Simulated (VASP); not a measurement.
## Driving VASP from ASE on Ag3O

Do ASE scripts that read Ag3O from different structure formats give one answer, and do several routes find one equilibrium volume? All runs use PBEsol. Left out of this account: 1 further run (fields: a reference on another mesh). The start is a cell from a database of measured crystal structures.

Calculated with VASP 6.6.1; PBEsol; plane waves and PAW (Ag, O).

Report form: the programs' logs are mostly left out.

### Step 1. Starting point

The structure is trigonal, space group P-31m (No. 162). The conventional cell has a = 5.318 Å, b = 5.318 Å, c = 4.951 Å, α = 90.00°, β = 90.00°, γ = 120.00°. Nearest to Ag lie 2 O at 2.29 Å. Nearest to O lie 6 Ag at 2.29 Å. Farther neighbours and most contacts between anions are not listed.

Structure file:

```
Ag O
1.0
     5.31800    0.00000    0.00000
    -2.65900    4.60552    0.00000
     0.00000    0.00000    4.95100
Ag O
6 2
Direct
  0.31085 0.00000 0.22280
  0.00000 0.31085 0.22280
  0.68915 0.68915 0.22280
  0.00000 0.68915 0.77720
  0.68915 0.00000 0.77720
  0.31085 0.31085 0.77720
  0.33333 0.66667 0.50000
  0.66667 0.33333 0.50000
```

### Step 2. Self-consistent run (PBEsol, through ASE)

A single point through ASE, with the structure read from a POSCAR.

run.py reads:

```python
import numpy as np
from ase.calculators.vasp import Vasp
from ase.io import read
from ase.dft.bandgap import bandgap

atoms = read('structure.vasp')

calc = Vasp(
    xc='pbesol',
    pp='PBE',
    prec='Accurate',
    encut=520,
    ediff=1e-06,
    nelm=100,
    ismear=-1,
    sigma=0.05,
    lreal=False,
    algo='Normal',
    nbands=48,
    lasph=True,
    lorbit=11,
    lwave=False,
    lcharg=False,
    kpar=8,
    isif=2,
    pp_version='64',
    setups={'Ag': '', 'O': ''},
    kpts=(7, 7, 6),
    gamma=True,
    txt='vasp.out',
)
atoms.calc = calc

print("energy (eV):", round(atoms.get_potential_energy(), 6))
print("Fermi level (eV):", round(calc.get_fermi_level(), 4))
print("forces (eV/A):")
print(np.round(atoms.get_forces(), 4))
print("stress (GPa, Voigt, tension positive):", np.round(atoms.get_stress() * 160.21766, 3))
gap, p1, p2 = bandgap(calc, direct=False)
print("gap on the mesh (eV):", round(gap, 4))
```

structure.vasp reads:

```
Ag3O
1.0
    5.3180000000      0.0000000000      0.0000000000
   -2.6590000000      4.6055230973      0.0000000000
    0.0000000000      0.0000000000      4.9510000000
Ag O
6 2
Direct
    0.3108500000      0.0000000000      0.2228000000
    0.0000000000      0.3108500000      0.2228000000
    0.6891500000      0.6891500000      0.2228000000
    0.0000000000      0.6891500000      0.7772000000
    0.6891500000      0.0000000000      0.7772000000
    0.3108500000      0.3108500000      0.7772000000
    0.3333333333      0.6666666667      0.5000000000
    0.6666666667      0.3333333333      0.5000000000
```

The projector-augmented-wave data sets are Ag and O (PBE family, release 64).

Launch:

```sh
export ASE_VASP_COMMAND="mpirun -np 8 vasp_std"
python run.py
```

Elapsed: 27 s, on 8 MPI ranks of AMD EPYC 9R45, shared host; peak memory 2.8 GiB.

The PAW data sets were made with PBE, which is usual practice but a small mismatch for other functionals. At this level the cell is under a tension of 2.9 GPa, so at these settings it is away from equilibrium.

Numbers from this step:

```yaml
scf_cycles: 14
electrons: 78
bands: 48
irreducible_k_points: 40
symmetry_operations: 12
free_energy_toten: -30.71 eV
energy_at_zero_smearing: -30.71 eV
fermi_energy: 6.628 eV
pressure: -2.885 GPa
metallic: yes
```

Force by atom:

```
atom  x (eV/Å)  y (eV/Å)  z (eV/Å)   size
 Ag1    -0.020     0.000    -0.151  0.152
 Ag2     0.010    -0.017    -0.151  0.152
 Ag3     0.010     0.017    -0.151  0.152
 Ag4    -0.010     0.017     0.151  0.152
 Ag5     0.020     0.000     0.151  0.152
 Ag6    -0.010    -0.017     0.151  0.152
  O7     0.000     0.000     0.000  0.000
  O8     0.000     0.000     0.000  0.000
```

The pressure is -2.88 GPa and the largest force 0.152 eV/Å, so the cell is not at a minimum at these settings.

### Step 3. A single point (PBEsol, through ASE)

The single point through ASE, with the structure read from a CIF with its space group. The mesh changes to 6×6×6, so this is no clean test of the format.

Changes to run.py since step 2:

```diff
@@ -5,3 +5,3 @@
 
-atoms = read('structure.vasp')
+atoms = read('Ag3O.cif')
 
@@ -27,3 +27,3 @@
     setups={'Ag': '', 'O': ''},
-    kpts=(7, 7, 6),
+    kpts=(6, 6, 6),
     gamma=True,
```

Ag3O.cif reads:

```cif
data_Ag3O
_cell_length_a 5.31800000
_cell_length_b 5.31800000
_cell_length_c 4.95100000
_cell_angle_alpha 90.00000000
_cell_angle_beta 90.00000000
_cell_angle_gamma 120.00000000
_space_group_name_H-M_alt 'P-31m'
_space_group_name_Hall '-P 3 2'
_space_group_IT_number 162
loop_
_space_group_symop_operation_xyz
'x,y,z'
'-x,-y,-z'
'-y,x-y,z'
'y,-x+y,-z'
'-x+y,-x,z'
'x-y,x,-z'
'-y,-x,-z'
'y,x,z'
'-x+y,y,-z'
'x-y,-y,z'
'x,x-y,-z'
'-x,-x+y,z'
loop_
_atom_site_label
_atom_site_type_symbol
_atom_site_symmetry_multiplicity
_atom_site_Wyckoff_symbol
_atom_site_fract_x
_atom_site_fract_y
_atom_site_fract_z
_atom_site_occupancy
Ag1 Ag 6 k 0.3108500001 0.0000000000 0.2228000000 1
O1 O 2 d 0.3333333333 0.6666666667 0.5000000000 1
```

It took 26 s on 8 MPI ranks; peak memory 2.7 GiB; 3.1 min of CPU time.

Numbers from this step:

```yaml
irreducible_k_points: 34
energy_at_zero_smearing: -30.70 eV
fermi_energy: 6.639 eV
pressure: -2.857 GPa
```

Force by atom:

```csv
atom,x (eV/Å),y (eV/Å),z (eV/Å),size
Ag1,-0.028,0.000,-0.145,0.148
Ag2,0.028,0.000,0.145,0.148
Ag3,0.014,-0.024,-0.145,0.148
Ag4,-0.014,0.024,0.145,0.148
Ag5,0.014,0.024,-0.145,0.148
Ag6,-0.014,-0.024,0.145,0.148
O7,0.000,0.000,0.000,0.000
O8,0.000,0.000,0.000,0.000
```

The energy lies +1.01 meV an atom from the first script, on another mesh.

### Step 4. Relaxing cell and atoms (PBEsol, through ASE)

Properties are meant for the cell that this level of theory prefers, so cell and atoms are relaxed first (ISIF = 3) until forces and stress are small; EDIFFG sets the threshold.

run.py reads:

```python
import numpy as np
from ase.calculators.vasp import Vasp
from ase import Atoms

atoms = Atoms(['Ag', 'Ag', 'Ag', 'Ag', 'Ag', 'Ag', 'O', 'O'],
              cell=[[5.318, 0.0, 0.0], [-2.659, 4.6055231, 0.0], [0.0, 0.0, 4.951]],
              scaled_positions=[[0.31085, 0.0, 0.2228], [0.0, 0.31085, 0.2228], [0.68915, 0.68915, 0.2228], [0.0, 0.68915, 0.7772], [0.68915, 0.0, 0.7772], [0.31085, 0.31085, 0.7772], [0.33333333, 0.66666667, 0.5], [0.66666667, 0.33333333, 0.5]],
              pbc=True)

calc = Vasp(
    xc='pbesol',
    pp='PBE',
    prec='Accurate',
    encut=520,
    ediff=1e-06,
    nelm=100,
    ismear=-1,
    sigma=0.05,
    lreal=False,
    algo='Normal',
    nbands=48,
    lasph=True,
    lorbit=11,
    lwave=False,
    lcharg=False,
    kpar=8,
    ibrion=2,
    nsw=60,
    isif=3,
    ediffg=-0.01,
    pp_version='64',
    setups={'Ag': '', 'O': ''},
    kpts=(7, 7, 6),
    gamma=True,
    txt='vasp.out',
)
atoms.calc = calc

print("energy (eV):", round(atoms.get_potential_energy(), 6))
print("Fermi level (eV):", round(calc.get_fermi_level(), 4))
print("forces (eV/A):")
print(np.round(atoms.get_forces(), 4))
print("stress (GPa, Voigt, tension positive):", np.round(atoms.get_stress() * 160.21766, 3))
print("cell (A, degrees):", np.round(atoms.cell.cellpar(), 4))
print("volume (A^3):", round(atoms.get_volume(), 4))
print("positions:")
print(np.round(atoms.get_scaled_positions(), 5))
```

It took 2.1 min on 8 MPI ranks; peak memory 3.1 GiB.

The run keeps the 12 symmetry operations of its start, so it cannot find a distortion of lower symmetry.

The steps of the relaxation:

```
step  energy less that of the first step (eV)  largest force (eV/Å)  pressure (GPa)  volume (Å³)
   1                                   0.0000                0.1521           -2.88       121.26
   2                                  -0.0242                0.0931            1.82       116.53
   3                                  -0.0321                0.1144            0.20       118.05
   4                                  -0.0358                0.0615            0.09       118.08
   5                                  -0.0371                0.0879            0.01       118.11
   6                                  -0.0402                0.0631           -0.10       118.15
   7                                  -0.0434                0.0092           -0.31       118.23
   8                                  -0.0428                0.0166            0.52       117.42
   9                                  -0.0437                0.0049            0.01       117.93
```

| conventional cell, symmetrised | before | after | change |
| --- | --- | --- | --- |
| a (Å) | 5.318 | 5.222 | -1.8 % |
| b (Å) | 5.318 | 5.222 | -1.8 % |
| c (Å) | 4.951 | 4.993 | +0.8 % |
| volume (Å³/atom) | 15.16 | 14.74 | -2.7 % |

The atoms that moved most (Å, as changes of fractional coordinates times the final cell):

| atom | dx | dy | dz | length |
| --- | --- | --- | --- | --- |
| Ag3 | -0.009 | -0.015 | -0.025 | 0.030 |
| Ag2 | -0.009 | 0.015 | -0.025 | 0.030 |
| Ag4 | 0.009 | -0.015 | 0.025 | 0.030 |
| Ag6 | 0.009 | 0.015 | 0.025 | 0.030 |
| Ag1 | 0.017 | 0.000 | -0.025 | 0.030 |
| Ag5 | -0.017 | 0.000 | 0.025 | 0.030 |

The relaxed structure:

```cif
data_structure
_symmetry_space_group_name_H-M 'P 1'
_symmetry_Int_Tables_number 1
_cell_length_a 5.2225
_cell_length_b 5.2225
_cell_length_c 4.9926
_cell_angle_alpha 90.000
_cell_angle_beta 90.000
_cell_angle_gamma 120.000
_cell_volume 117.93
loop_
_atom_site_label
_atom_site_type_symbol
_atom_site_fract_x
_atom_site_fract_y
_atom_site_fract_z
_atom_site_occupancy
Ag1 Ag 0.31414 0.00000 0.21783 1
Ag2 Ag 0.00000 0.31414 0.21783 1
Ag3 Ag 0.68586 0.68586 0.21783 1
Ag4 Ag 0.00000 0.68586 0.78217 1
Ag5 Ag 0.68586 0.00000 0.78217 1
Ag6 Ag 0.31414 0.31414 0.78217 1
O7 O 0.33333 0.66667 0.50000 1
O8 O 0.66667 0.33333 0.50000 1
```

This step gave:

* irreducible k-points: 40
* free energy (TOTEN): -30.76 eV
* energy at zero smearing: -30.75 eV
* Fermi energy: 7.004 eV
* pressure: 0.009709 GPa
* SCF cycles over all ionic steps: 71

It ends with a largest force of 0.005 eV/Å and a pressure of 0.01 GPa.

### Step 5. Energy against volume, from ASE (PBEsol)

An ASE loop scales the volume and fits the energies, which gives the bulk modulus from energies alone.

run.py reads:

```python
import numpy as np
from ase.calculators.vasp import Vasp
from ase.io import read
from ase.eos import EquationOfState
from ase.units import GPa

atoms = read('structure.vasp')

calc = Vasp(
    xc='pbesol',
    pp='PBE',
    prec='Accurate',
    encut=520,
    ediff=1e-06,
    nelm=100,
    ismear=-1,
    sigma=0.05,
    lreal=False,
    algo='Normal',
    nbands=48,
    lasph=True,
    lorbit=11,
    lwave=False,
    lcharg=False,
    kpar=8,
    isif=2,
    pp_version='64',
    setups={'Ag': '', 'O': ''},
    kpts=(7, 7, 6),
    gamma=True,
    txt='vasp.out',
)
atoms.calc = calc

cell, volumes, energies = atoms.get_cell(), [], []
for x in [0.94, 0.96, 0.98, 1.0, 1.02, 1.04, 1.06]:
    atoms.set_cell(cell * x ** (1 / 3), scale_atoms=True)
    volumes.append(atoms.get_volume())
    energies.append(atoms.get_potential_energy())
    print(f"{x:.2f}  V = {volumes[-1]:.4f} A^3  E = {energies[-1]:.6f} eV")
v0, e0, b0 = EquationOfState(volumes, energies, eos="birchmurnaghan").fit()
print(f"V0 = {v0:.4f} A^3  E0 = {e0:.6f} eV  B0 = {b0 / GPa:.2f} GPa")
```

structure.vasp is that of step 2.

The job ended after 2.7 min (8 MPI ranks; peak memory 2.9 GiB; 21 min of CPU time).

Numbers from this step:

- bulk modulus: 123.6 GPa
- equilibrium volume of the fit: 14.80 Å³/atom

The fitted volume lies +0.41 % from the relaxed one.

### Step 6. BFGS in ASE (PBEsol)

Here ASE drives the relaxation and calls VASP for forces and stress at each step.

run.py reads:

```python
import numpy as np
from ase.calculators.vasp import Vasp
from ase import Atoms
from ase.optimize import BFGS
from ase.filters import FrechetCellFilter

atoms = Atoms(['Ag', 'Ag', 'Ag', 'Ag', 'Ag', 'Ag', 'O', 'O'],
              cell=[[5.318, 0.0, 0.0], [-2.659, 4.6055231, 0.0], [0.0, 0.0, 4.951]],
              scaled_positions=[[0.31085, 0.0, 0.2228], [0.0, 0.31085, 0.2228], [0.68915, 0.68915, 0.2228], [0.0, 0.68915, 0.7772], [0.68915, 0.0, 0.7772], [0.31085, 0.31085, 0.7772], [0.33333333, 0.66666667, 0.5], [0.66666667, 0.33333333, 0.5]],
              pbc=True)

calc = Vasp(
    xc='pbesol',
    pp='PBE',
    prec='Accurate',
    encut=520,
    ediff=1e-06,
    nelm=100,
    ismear=-1,
    sigma=0.05,
    lreal=False,
    algo='Normal',
    nbands=48,
    lasph=True,
    lorbit=11,
    lwave=False,
    lcharg=False,
    kpar=8,
    isif=2,
    pp_version='64',
    setups={'Ag': '', 'O': ''},
    kpts=(7, 7, 6),
    gamma=True,
    txt='vasp.out',
)
atoms.calc = calc

BFGS(FrechetCellFilter(atoms)).run(fmax=0.02, steps=30)
print("cell (A, degrees):", np.round(atoms.cell.cellpar(), 4))
print("volume (A^3):", round(atoms.get_volume(), 4))
print("energy (eV):", round(atoms.get_potential_energy(), 6))
print("Fermi level (eV):", round(calc.get_fermi_level(), 4))
print("forces (eV/A):")
print(np.round(atoms.get_forces(), 4))
print("stress (GPa, Voigt, tension positive):", np.round(atoms.get_stress() * 160.21766, 3))
```

Wall time 5.6 min (8 MPI ranks); peak memory 2.9 GiB; 43 min of CPU time.

Numbers from this step:

```
optimizer steps   : 13
volume after bfgs : 14.75 Å³/atom
```

### Step 7. Total energy, forces and stress (PBEsol, through ASE), changed input

A single point gives energy, forces and stress at these settings. Some settings are moved from the usual, to see what they do.

Changes to run.py since step 6:

```diff
@@ -3,4 +3,3 @@
 from ase import Atoms
-from ase.optimize import BFGS
-from ase.filters import FrechetCellFilter
+from ase.dft.bandgap import bandgap
 
@@ -14,3 +13,3 @@
     pp='PBE',
-    prec='Accurate',
+    prec='High',
     encut=520,
@@ -29,2 +28,3 @@
     isif=2,
+    isym=1,
     pp_version='64',
@@ -37,5 +37,2 @@
 
-BFGS(FrechetCellFilter(atoms)).run(fmax=0.02, steps=30)
-print("cell (A, degrees):", np.round(atoms.cell.cellpar(), 4))
-print("volume (A^3):", round(atoms.get_volume(), 4))
 print("energy (eV):", round(atoms.get_potential_energy(), 6))
@@ -45 +42,3 @@
 print("stress (GPa, Voigt, tension positive):", np.round(atoms.get_stress() * 160.21766, 3))
+gap, p1, p2 = bandgap(calc, direct=False)
+print("gap on the mesh (eV):", round(gap, 4))
```

Wall time 23 s (8 MPI ranks); peak memory 2.2 GiB.

PREC = High changes the FFT grids.

This step gave:

- free energy (TOTEN): -30.72 eV
- energy at zero smearing: -30.71 eV
- Fermi energy: 6.628 eV
- pressure: -2.887 GPa

Force by atom:

(Unchanged from step 2.)

The pressure is -2.89 GPa and the largest force 0.152 eV/Å, so the cell is not at a minimum at these settings.

### Step 8. Side by side

```
                                                run  atoms   mesh  energy (eV/atom)  pressure (GPa)
                  ASE, structure read from a POSCAR      8  7×7×6          -3.83870          -2.885
ASE, structure read from a CIF with its space group      8  6×6×6          -3.83769          -2.857
```

### Step 9. Summary of results

```
energy, ASE, structure read from a POSCAR                   : -3.83870 eV/atom
energy, ASE, structure read from a CIF with its space group : -3.83769 eV/atom
volume from VASP's own relaxation                           : 14.74 Å³/atom
volume from the fit of the ASE volume loop                  : 14.80 Å³/atom
volume from BFGS in ASE                                     : 14.75 Å³/atom
```

In words: With the structure read from a CIF with its space group, ASE's run differs from the first script by +1.0 meV an atom, which comes from its other mesh. The routes to the equilibrium volume agree within 0.41 %. VASP's relaxation keeps the plane waves of its start, while ASE starts VASP afresh at each cell, and a loop at fixed shape can't relax anything but the volume.

[Lines on the potential files, build, host, timing and source positions are cut from VASP's logs without a mark.]

[Logs are printed without paths, hosts, clocks, repeated set-up lines and the standing remarks that a program may print on its own settings, such as how far it seeks lower states.]

[Hosts, paths, dates, database ids (printed as entryN), source tags and the programs' standing remarks are cut or masked in the printed files.]

[A measured line is paired with the nearest computed mode of its activity, which favours agreement.]
